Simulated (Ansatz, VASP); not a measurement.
## KI: VASP beside Ansatz

One calculation is typed for both programs; each brings its own data sets. How far apart do they land? The cell is taken from a series of runs on this material, whose earlier steps may have relaxed, scaled, displaced or heated it; both programs get it as it stands.

Main program and level: Ansatz 0.2.0; plane waves, with VASP 6.6.1 beside it; relaxation of cell and atoms at LDA, spin-orbit coupling.

## Step 1: Starting point

It takes space group Fm-3m (No. 225, cubic). Conventional cell: a = 6.817 Å, b = 6.817 Å, c = 6.817 Å, α = 90.00°, β = 90.00°, γ = 90.00°. Nearest to K lie 6 I at 3.41 Å. I has 6 K at 3.41 Å nearest. Farther neighbours and most contacts between anions are not listed.

## Step 2: Ansatz: relaxation of cell and atoms, LDA, spin-orbit coupling

Ansatz runs on its fully relativistic PAW (standard-fr) files.

The relaxed volume is the usual yardstick between codes: in a stiff, nearly cubic crystal its relative difference is about their pressure difference at one cell divided by the bulk modulus.

input.yaml reads:

```yaml
crystal:
  lattice:
    - [0.0, 3.4087402574, 3.4087402574]
    - [3.4087402574, 0.0, 3.4087402574]
    - [3.4087402574, 3.4087402574, 0.0]
  atoms:
    - { symbol: K, position: [0.0, 0.0, 0.0] }
    - { symbol: I, position: [0.5, 0.5, 0.5] }
kpoints:
  mp_grid: { grid: [6, 6, 6] }
hamiltonian:
  xc: lda
  pseudopotentials: { kind: paw_fr }
scf:
  occupations: { method: fixed }
output:
  forces: true
  stress: true
  eigenvalues: true
magnetization:
  noncollinear: true
  spin_orbit: true
relax:
  adjacent_minimum: "off"
  f_tol: 0.001
  max_steps: 60
  cell: { stress_tol: 0.01 }
```

On the command line:

```bash
> ansatz run input.yaml --threads 8 --pin off --max-ram 16384MiB --backend cpu --events-out ev --progress --plain --runs-dir out
```

Numbers of over 12 decimals in the logs are rounded to 6 here.

The log of the run:

```text
Engine: ansatz 0.2.0, aarch64-unknown-linux-gnu
Pseudopotentials: kind: paw_fr
Pseudopotential: K, paw_fr, valence charge 9, recommended cutoff 420 eV (normal), K.paw.azcp#standard-fr
Pseudopotential: I, paw_fr, valence charge 17, recommended cutoff 420 eV (normal), I.paw.azcp#standard-fr
Functional definition: SPW92
  exchange = slater_x
  correlation = pw_c
non-collinear run that drives no moment, with spin-orbit: no starting moment large enough to seed its density (crystal.atoms[].spin), no starting occupations that ask for one, no magnetisation constraint and no magnetic field, so the semilocal B_xc is pinned to zero
Crystal: 2 atoms, lattice volume = 79.216 Å³
Basis set: ecut = 420 eV, 1471 PW (Γ)
Bands: 34, of which v1, the nominal top of the filled ones, is band 26 counted from 1 (25 counted from 0)
Symmetry: 48 space group operations + 48 with time reversal
Magnetic group: BNS 225.117 (UNI 1619), of the structure as read, at distance tolerance 4.3e-5 Å
k-points: 16 of 216
Projection manifold: j_resolved (fully-relativistic pseudo-atomic orbitals)
Non-local potential: K, projectors of the file, l = 0: 3, l = 1: 4, l = 2: 4
Non-local potential: I, projectors of the file, l = 0: 2, l = 1: 4, l = 2: 4, l = 3: 4
PAW form: soft (Blöchl's): semilocal exchange-correlation on the pseudo side does not see the compensation charge
PAW frozen core: K, regenerated for the run's functional, and the local potential with it (the file was generated under x = pbe(κ = 0.804, μ = 0.219515), c = pbe(β = 0.066725))
PAW frozen core: I, regenerated for the run's functional, and the local potential with it (the file was generated under x = pbe(κ = 0.804, μ = 0.219515), c = pbe(β = 0.066725))
PAW one-centre angular grid: K, 110 points (default); XC on 64 Gauss nodes
PAW one-centre angular grid: I, 590 points (default); XC on 64 Gauss nodes
Initial density: superposition of atomic densities (chi_scale 0.1, normalization cell, long waves kept (reshape's long-wave potential 0.00 eV rms))
Initial wavefunctions: pseudopotential atomic-orbital guess
Functional: x = slater, c = lda
SCF iter   1: F=—  HF=-8859.241983 eV  |F-HF|=—  |Δ(HF+E_count)|=         —  Δρ=4.23e-2  dr2=2.70e0  dr2_m=0.00e0 (ungated)  ethr=3.10e-3  |M|=0.00e0 ∫|m|=0.00e0 μB  |m|>n=0.0e0 m-floor=0.0e0 τ_xc=0.0e0  β_m=0.30  ⟨swp⟩=10.4  Hψ=1341  notcnv=0  defer=70
preconditioner: auto → none  [insulator: Δε(μ)=2.476 eV  Ē_g=9.313 eV  n_scr=14 (ndim 8)  ℏωp=11.8 eV  f_vac=0.004  ε∞_Penn≈2.6]
SCF iter   2: F=—  HF=-8858.201211 eV  |F-HF|=—  |Δ(HF+E_count)|=    1.04e0  Δρ=1.63e-2  dr2=3.96e-1  dr2_m=0.00e0 (ungated)  ethr=3.10e-3  |M|=0.00e0 ∫|m|=0.00e0 μB  |m|>n=0.0e0 m-floor=0.0e0 τ_xc=0.0e0  β_m=0.39  ⟨swp⟩=5.6  Hψ=632  notcnv=0  defer=64
SCF iter   3: F=—  HF=-8858.030343 eV  |F-HF|=—  |Δ(HF+E_count)|=   1.71e-1  Δρ=4.63e-3  dr2=1.78e-2  dr2_m=0.00e0 (ungated)  ethr=1.52e-3  |M|=0.00e0 ∫|m|=0.00e0 μB  |m|>n=0.0e0 m-floor=0.0e0 τ_xc=0.0e0  β_m=0.57  ⟨swp⟩=4.9  Hψ=512  notcnv=0  defer=64
SCF iter   4: F=—  HF=-8858.028190 eV  |F-HF|=—  |Δ(HF+E_count)|=   2.15e-3  Δρ=8.92e-4  dr2=6.03e-4  dr2_m=0.00e0 (ungated)  ethr=6.86e-5  |M|=0.00e0 ∫|m|=0.00e0 μB  |m|>n=0.0e0 m-floor=0.0e0 τ_xc=0.0e0  β_m=0.63  ⟨swp⟩=5.1  Hψ=543  notcnv=0  defer=66
SCF iter   5: F=—  HF=-8858.028377 eV  |F-HF|=—  |Δ(HF+E_count)|=   1.86e-4  Δρ=1.75e-4  dr2=1.03e-5  dr2_m=0.00e0 (ungated)  ethr=2.32e-6  |M|=0.00e0 ∫|m|=0.00e0 μB  |m|>n=0.0e0 m-floor=0.0e0 τ_xc=0.0e0  β_m=0.75  ⟨swp⟩=2.4  Hψ=360  notcnv=0  defer=64
SCF iter   6: F=—  HF=-8858.028409 eV  |F-HF|=—  |Δ(HF+E_count)|=   3.23e-5  Δρ=1.50e-5  dr2=1.78e-7  dr2_m=0.00e0 (ungated)  ethr=3.94e-8  |M|=0.00e0 ∫|m|=0.00e0 μB  |m|>n=0.0e0 m-floor=0.0e0 τ_xc=0.0e0  β_m=0.73  ⟨swp⟩=2.2  Hψ=385  notcnv=0  defer=64
SCF iter   7: F=-8858.028409 eV  HF=-8858.028409 eV  |F-HF|=4.33e-9  |Δ(HF+E_count)|=   1.01e-7  Δρ=2.79e-6  dr2=5.57e-9  dr2_m=0.00e0 (ungated)  ethr=3.85e-10  |M|=0.00e0 ∫|m|=0.00e0 μB  |m|>n=0.0e0 m-floor=0.0e0 τ_xc=0.0e0  ⟨swp⟩=18.5  Hψ=2023  notcnv=0
SCF 1 converged in 7 iterations: F = -8858.028409 eV  dr2 = 5.57e-9
  greatest PAW one-centre occupation: 0.999 electrons in one spin orbital (limit 2), on the I atom at site 1 (counted from 0), in its partial waves of l = 2
relax step   1: F+E_penalty+E_count = -8858.02840885 eV  Δ(F+E_penalty+E_count) = +0.000e0 eV  max|allowed force component| = 3.579e-29 eV/Å  Δτ_max = 0.0000 Å  P = +0.018 GPa  Ω = 79.216 Å³  (7 SCF iters, dr2 threshold 1.00e-7 eV, accepted)
[...]
relax step   2: F+E_penalty+E_count = -8858.02840780 eV  Δ(F+E_penalty+E_count) = +1.044e-6 eV  max|allowed force component| = 8.020e-29 eV/Å  Δτ_max = 0.0000 Å  P = +0.009 GPa  Ω = 79.260 Å³  energy of the carried Pulay correction = -4.754e-6 eV  (4 SCF iters, dr2 threshold 7.98e-10 eV, accepted)
[...]
relax step   3: F+E_penalty+E_count = -8858.02840780 eV  Δ(F+E_penalty+E_count) = -1.983e-10 eV  max|allowed force component| = 1.040e-28 eV/Å  Δτ_max = 0.0000 Å  P = +0.009 GPa  Ω = 79.260 Å³  stress off target by 8.84e-3 GPa  SCF on the basis re-selected at this cell (its energy is not comparable with the rows above)  (5 SCF iters)
basis re-selected at this cell: Δ(F+E_penalty+E_count) = -1.983e-10 eV, ΔP = +0.000 GPa vs the last step (what re-selecting the basis moved, of the pressure what is left beyond the Pulay correction that the steps carried, after the strain that the cell walked since its last selection, with what the two solves' SCF thresholds leave and, on support functions, any second-order correction that the steps lacked; it is no  [...]
SCF converged after 5 iterations
Magnetization: |M| = 0.0000 μB,  M = (+0.0000, +0.0000, +0.0000) μB
Absolute magnetization: 0.0000 μB (∫|m|)
  site 0: m = (+0.0000, +0.0000, +0.0000) μB, |m| = 0.0000 μB  (R = 1.41 Å)
  site 1: m = (+0.0000, +0.0000, +0.0000) μB, |m| = 0.0000 μB  (R = 1.41 Å)
Free energy (F): -8858.028408 eV
Harris-Foulkes:  -8858.028408 eV  (|F-HF|=7.28e-12)
Internal energy: -8858.028408 eV  (E = F + TS)
E sigma→0 (E₀):  -8858.028408 eV
Fermi energy:    3.234654 eV
--- Per-component energies (eV) ---
  E_band       = -504.477149
  E_kinetic    = 444.570953
  E_local      = -2712.457105  (includes V_loc(G=0)·N_el)
  E_nonlocal   = -68.768963
  E_hartree    = 1288.646076
  E_xc         = -260.835009
  E_vxc        = -292.877275  (∫ρ·V_xc dr)
  E_paw        = -5406.936323  (= ΣΔE_a)
  E_vpaw       = -452.236993  (= ΣTr[D̂ρ^β])
  E_aug_tail   = 0.000065  (compensation charges beyond the density's cutoff)
  E_ewald      = -2143.294448
  E_core_change = 1.046346  (= ΣΔE_core)
  E_smearing   = -0.000000  (= −TS)
  E_closure    = 0.000000  (closes the sum)
  Σ components = -8858.028408   (vs F -8858.028408, Δ=0.00e0)
--- Forces (eV/Å), atoms counted from 1 ---
  atom   1  K     -0.00000000     0.00000000    -0.00000000
  atom   2  I      0.00000000    -0.00000000     0.00000000
  max |Σ_I F_I| component: 1.96e-28 eV/Å
--- Stress (GPa, compression-positive) ---
        0.008840      -0.000000      -0.000000
       -0.000000       0.008840      -0.000000
       -0.000000      -0.000000       0.008840
  P = ⅓ Tr σ = 0.0088 GPa (0.088 kbar)
--- Band table (eV; the first three rows and the last of 16) ---
  k-point 0: bands = [... 22 lower, 3.2347, 3.2347, 3.2347, 3.2347, 6.7654, 6.7654, 9.1264, 9.1264, ... 4 higher]
  k-point 1: bands = [... 22 lower, 2.8262, 2.8262, 3.0979, 3.0979, 7.4709, 7.4709, 9.0790, 9.0790, ... 4 higher]
  k-point 2: bands = [... 22 lower, 2.3801, 2.3801, 2.8529, 2.8529, 8.1195, 8.1195, 9.9408, 9.9408, ... 4 higher]
  k-point 15: bands = [... 22 lower, 2.2429, 2.2429, 2.4836, 2.4836, 8.2503, 8.2503, 9.3246, 9.3246, ... 4 higher]
--- Relaxed structure (2 steps of the walk, 2 accepted, 1 SCFs on fresh bases) ---
  F+E_penalty+E_count = -8858.02840780 eV   max|allowed force component| = 1.040e-28 eV/Å   (the final SCF, on the basis selected at the relaxed cell)
  cell:  # Å, volume = 79.2604 Å³
    - [0, 3.409380, 3.409380]
    - [3.409380, 0, 3.409380]
    - [3.409380, 3.409380, 0]
  atoms:
    - { symbol: K, position: [0, 0, 0] }
    - { symbol: I, position: [0.500000, 0.500000, 0.500000] }
```

## Step 3: VASP: relaxation of cell and atoms, LDA, spin-orbit coupling

The same cell, functional (in two slightly different forms) and mesh now go to VASP, with its own data sets.

Lines of VASP's logs that name or quote its potential files are left out, and so is its time.

INCAR reads:

```
SYSTEM = KI
PREC = Accurate
ENCUT = 500
EDIFF = 1E-07
NELM = 200
ISMEAR = 0
SIGMA = 0.01
LREAL = .FALSE.
ALGO = Normal
GGA = CA
LNONCOLLINEAR = .TRUE.
MAGMOM = 0 0 0 0 0 0
NBANDS = 28
GGA_COMPAT = .FALSE.
LASPH = .TRUE.
LSORBIT = .TRUE.
LORBIT = 11
LWAVE = .FALSE.
LCHARG = .FALSE.
ISIF = 3
IBRION = 2
NSW = 80
EDIFFG = -0.005
NELMIN = 4
EFERMI = MIDGAP
```

POSCAR reads:

```
KI
1.0
    0.0000000000      3.4087400000      3.4087400000
    3.4087400000      0.0000000000      3.4087400000
    3.4087400000      3.4087400000      0.0000000000
K I
1 1
Direct
    0.0000000000      0.0000000000      0.0000000000
    0.5000000000      0.5000000000      0.5000000000
```

KPOINTS reads:

```
Automatic mesh
0
Gamma
6 6 6
0 0 0
```

PAW data sets: K_sv and I (LDA family, release 64).

On the command line:

```bash
> mpirun -np 1 vasp_ncl
```

The log of the run:

```text
[banner, memory and clock lines left out]
running    1 mpi-ranks, on    1 nodes
 distrk:  each k-point on    1 cores,    1 groups
 distr:  one band on    1 cores,    1 groups

 POSCAR found type information on POSCAR K I
 POSCAR found :  2 types and       2 ions
 LDA part: xc-table for (Slater(with rela. corr.)+CA(PZ))
 , standard interpolation
 POSCAR, INCAR and KPOINTS ok, starting setup
 FFT: planning ... GRIDC
 FFT: planning ... GRID_SOFT
 FFT: planning ... GRID
 WAVECAR not read
 entering main loop
       N       E                     dE             d eps       ncg     rms          rms(c)
DAV:   1     0.103932826966E+03    0.10393E+03   -0.63291E+03   896   0.950E+02
DAV:   2     0.242449861151E+01   -0.10151E+03   -0.94716E+02  1048   0.264E+02
DAV:   3    -0.611573413534E+01   -0.85402E+01   -0.84967E+01  1472   0.622E+01
DAV:   4    -0.638023255346E+01   -0.26450E+00   -0.26357E+00  1296   0.107E+01
DAV:   5    -0.638699971293E+01   -0.67672E-02   -0.67663E-02  1292   0.142E+00    0.532E+00
DAV:   6    -0.631122085848E+01    0.75779E-01   -0.77649E-02  1084   0.205E+00    0.352E+00
DAV:   7    -0.629766302878E+01    0.13558E-01   -0.53253E-02  1156   0.129E+00    0.225E+00
DAV:   8    -0.629948385359E+01   -0.18208E-02   -0.16831E-02  1320   0.728E-01    0.437E-01
DAV:   9    -0.629873225287E+01    0.75160E-03   -0.49148E-03  1020   0.455E-01    0.728E-02
DAV:  10    -0.629876722799E+01   -0.34975E-04   -0.33310E-04  1048   0.120E-01    0.638E-02
DAV:  11    -0.629877827558E+01   -0.11048E-04   -0.22552E-05  1360   0.303E-02    0.228E-02
DAV:  12    -0.629878937081E+01   -0.11095E-04   -0.56007E-06  1104   0.150E-02    0.144E-02
DAV:  13    -0.629878973255E+01   -0.36174E-06   -0.47071E-07  1184   0.512E-03    0.348E-03
DAV:  14    -0.629878978248E+01   -0.49925E-07   -0.27764E-08   752   0.141E-03
   1 F= -.62987898E+01 E0= -.62987898E+01  d E =-.629879E+01  mag=     0.0000     0.0000     0.0000
 curvature:   0.00 expect dE= 0.000E+00 dE for cont linesearch  0.000E+00
 trial: gam= 0.00000 g(F)=  0.491E-62 g(S)=  0.141E-03 ort = 0.000E+00 (trialstep = 0.100E+01)
 search vector abs. value=  0.141E-03
 bond charge predicted
       N       E                     dE             d eps       ncg     rms          rms(c)
DAV:   1    -0.629981869250E+01   -0.10290E-02   -0.20610E-02  1092   0.136E+00    0.194E-01
DAV:   2    -0.629910397282E+01    0.71472E-03   -0.18703E-03  1100   0.365E-01    0.928E-02
DAV:   3    -0.629888359081E+01    0.22038E-03   -0.61392E-04  1348   0.193E-01    0.793E-02
DAV:   4    -0.629888344212E+01    0.14869E-06   -0.19119E-05  1472   0.253E-02    0.513E-02
DAV:   5    -0.629888579522E+01   -0.23531E-05   -0.47372E-06  1516   0.137E-02    0.145E-02
DAV:   6    -0.629888567774E+01    0.11748E-06   -0.80716E-06  1400   0.165E-02    0.527E-03
DAV:   7    -0.629888574336E+01   -0.65622E-07   -0.38729E-07  1152   0.345E-03
   2 F= -.62988857E+01 E0= -.62988857E+01  d E =-.959609E-04  mag=    -0.0000    -0.0000    -0.0000
 trial-energy change:   -0.000096  1 .order   -0.000096   -0.000141   -0.000052
 step:   1.6242(harm=  1.5872)  dis= 0.00000  next Energy=    -6.298902 (dE=-0.112E-03)
 bond charge predicted
       N       E                     dE             d eps       ncg     rms          rms(c)
DAV:   1    -0.629926756980E+01   -0.38189E-03   -0.80493E-03  1092   0.846E-01    0.121E-01
DAV:   2    -0.629898920687E+01    0.27836E-03   -0.72763E-04  1108   0.228E-01    0.577E-02
DAV:   3    -0.629890347710E+01    0.85730E-04   -0.24026E-04  1344   0.121E-01    0.494E-02
DAV:   4    -0.629890350003E+01   -0.22933E-07   -0.74039E-06  1476   0.158E-02    0.319E-02
DAV:   5    -0.629890447883E+01   -0.97880E-06   -0.18291E-06  1516   0.860E-03    0.906E-03
DAV:   6    -0.629890445597E+01    0.22852E-07   -0.31246E-06  1388   0.103E-02    0.331E-03
DAV:   7    -0.629890448247E+01   -0.26499E-07   -0.14519E-07   988   0.214E-03
   3 F= -.62989045E+01 E0= -.62989045E+01  d E =-.114700E-03  mag=    -0.0000    -0.0000     0.0000
 curvature:  -0.79 expect dE=-0.468E-07 dE for cont linesearch -0.468E-07
 trial: gam=-0.02007 g(F)=  0.266E-63 g(S)=  0.591E-07 ort = 0.289E-05 (trialstep = 0.112E+01)
 search vector abs. value=  0.125E-09
 reached required accuracy - stopping structural energy minimisation
```

(Continued in part 2 of 2.)

[Lines on the potential files, build, host, timing and source positions are cut from VASP's logs without a mark.]

[Logs are printed without paths, hosts, clocks, repeated set-up lines and the standing remarks that a program may print on its own settings, such as how far it seeks lower states.]

[Hosts, paths, dates, database ids (printed as entryN), source tags and the programs' standing remarks are cut or masked in the printed files.]
